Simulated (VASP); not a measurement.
Output of a VASP run:

File OSZICAR:
```
       N       E                     dE             d eps       ncg     rms           ort
DAV:   1     0.397460905045E+03    0.39746E+03   -0.20798E+04   720   0.267E+03
DAV:   2     0.278964005711E+02   -0.36956E+03   -0.36323E+03   720   0.577E+02
DAV:   3    -0.243475448991E+02   -0.52244E+02   -0.51681E+02   720   0.192E+02
DAV:   4    -0.263033065452E+02   -0.19558E+01   -0.19544E+01   720   0.413E+01
DAV:   5    -0.263589436469E+02   -0.55637E-01   -0.55629E-01   720   0.700E+00
SDA:   6    -0.137822783693E+02    0.12577E+02   -0.55629E-01   720   0.549E+02   0.000E+00
CGA:   7    -0.218574503288E+02   -0.80752E+01   -0.79442E+01   720   0.211E+01  -0.280E+00
CGA:   8    -0.224111697116E+02   -0.55372E+00   -0.55551E+00   720   0.830E+00  -0.191E-01
CGA:   9    -0.225916181691E+02   -0.18045E+00   -0.18058E+00   720   0.220E+00  -0.476E-02
CGA:  10    -0.226538699340E+02   -0.62252E-01   -0.62369E-01   720   0.335E-01  -0.116E-02
CGA:  11    -0.226631189222E+02   -0.92490E-02   -0.92379E-02   720   0.983E-02   0.170E-03
CGA:  12    -0.226654660706E+02   -0.23471E-02   -0.23494E-02   720   0.233E-02  -0.114E-03
CGA:  13    -0.226661088977E+02   -0.64283E-03   -0.64084E-03   720   0.487E-03   0.346E-04
CGA:  14    -0.226662525828E+02   -0.14369E-03   -0.14287E-03   720   0.124E-03   0.130E-04
CGA:  15    -0.226662866652E+02   -0.34082E-04   -0.34507E-04   720   0.291E-04  -0.112E-04
CGA:  16    -0.226662952406E+02   -0.85754E-05   -0.84715E-05   720   0.583E-05   0.123E-05
CGA:  17    -0.226662969084E+02   -0.16678E-05   -0.16344E-05   720   0.182E-05   0.139E-05
SDA:  18    -0.226662975062E+02   -0.59772E-06   -0.15174E-05   720   0.436E-05  -0.214E-05
   1 F= -.22666298E+02 E0= -.22666107E+02  d E =-.381518E-03
```

**OUTCAR**
```
------------------------ aborting loop because EDIFF is reached ----------------------------------------
  FORCE on cell =-STRESS in cart. coord.  units (eV):
  Direction    XX          YY          ZZ          XY          YZ          ZX
  --------------------------------------------------------------------------------------
  Total        2.2009492      2.2009492      1.6805894      0.0000000      0.0000000      0.0000000
  in kB       50.4554450     50.4554450     38.5265090      0.0000000      0.0000000      0.0000000
  external PRESSURE =      46.4791330 kB  Pullay stress =       0.0000000 kB
  volume of cell :       69.89
      direct lattice vectors                 reciprocal lattice vectors
     3.800000000  0.000000000  0.000000000     0.263157895  0.000000000  0.000000000
     0.000000000  3.800000000  0.000000000     0.000000000  0.263157895  0.000000000
     0.000000000  0.000000000  4.840000000     0.000000000  0.000000000  0.206611570
 POSITION                                       TOTAL-FORCE (eV/Angst)
 -----------------------------------------------------------------------------------
      1.90000      0.00000      3.68808         0.000000      0.000000     -0.481722
      0.00000      1.90000      1.15192         0.000000      0.000000      0.481722
      1.90000      1.90000      0.00000        -0.000000     -0.000000      0.000000
      0.00000      0.00000      0.00000         0.000000      0.000000      0.000000
 -----------------------------------------------------------------------------------
    total drift:                                0.000000      0.000000      0.000000
  FREE ENERGIE OF THE ION-ELECTRON SYSTEM (eV)
  ---------------------------------------------------
  free  energy   TOTEN  =       -22.6662975062 eV

  energy  without entropy=      -22.6659159879  energy(sigma->0) =      -22.66610675
```
(Selected blocks of OUTCAR.)

File POSCAR:
```
SnO
1
    3.8000000000     0.0000000000     0.0000000000
    0.0000000000     3.8000000000     0.0000000000
    0.0000000000     0.0000000000     4.8400000000
Sn O
2 2
Direct
  0.5000000000   0.0000000000   0.7620000000
  0.0000000000   0.5000000000   0.2380000000
  0.5000000000   0.5000000000   0.0000000000
  0.0000000000   0.0000000000   0.0000000000
```

Write an INCAR and KPOINTS that could have produced this output.

This is not unique; one that fits is the input of the run itself, PBE GGA, plane waves, VASP's PBE PAW potentials (set 64).

### KPOINTS
```
Automatic mesh
0
Gamma
6 6 5
0 0 0
```

### INCAR
```
SYSTEM = SnO
PREC = Accurate
ENCUT = 520
EDIFF = 1E-6
NELM = 100
ALGO = All
LREAL = .FALSE.
LASPH = .TRUE.
ISMEAR = 0
SIGMA = 0.05
GGA = PE
LMAXMIX = 4
LWAVE = .FALSE.
LCHARG = .FALSE.
ISIF = 2
```

POTCAR, in this order: Sn_d O (PBE.64 set). Program: vasp_std.

The compound is SnO in the litharge structure. The cell was not relaxed at this level. The run is one of a series of settings (ALGO = All against the base run), some of them coarse on purpose.
